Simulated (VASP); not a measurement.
A cell of HfC (rock salt) near equilibrium:

```xyz
2
Lattice="0.0000 2.3173 2.3173 2.3173 0.0000 2.3173 2.3173 2.3173 0.0000" Properties=species:S:1:pos:R:3 pbc="T T T"
Hf     0.0000     0.0000     0.0000
C      2.3173     2.3173     2.3173
```

Method: r2SCAN meta-GGA, VASP's PBE PAW potentials (set 64) (plane waves; VASP 6.6.1).

```csv
run,ΔE (meV/atom),σxx,σyy,σzz,"largest shear component, with its sign (GPa)",largest force (eV/Å)
as it is,0.0,-0.20,-0.20,-0.20,0.00,0.000
after one change,4.5,-0.21,0.52,-0.21,0.00,0.369
```
Stress is in GPa, positive when the cell is compressed.

Q: Name the change that produced these shifts.
A) isotropic strain of +3.0 %
B) atom 2 (C) moved by 0.050 Å along y
C) uniaxial strain of -1.5 % along z
D) uniaxial strain of +2.0 % along x

A: B, atom 2 (C) moved by 0.050 Å along y

The compound is HfC in the rock salt structure.
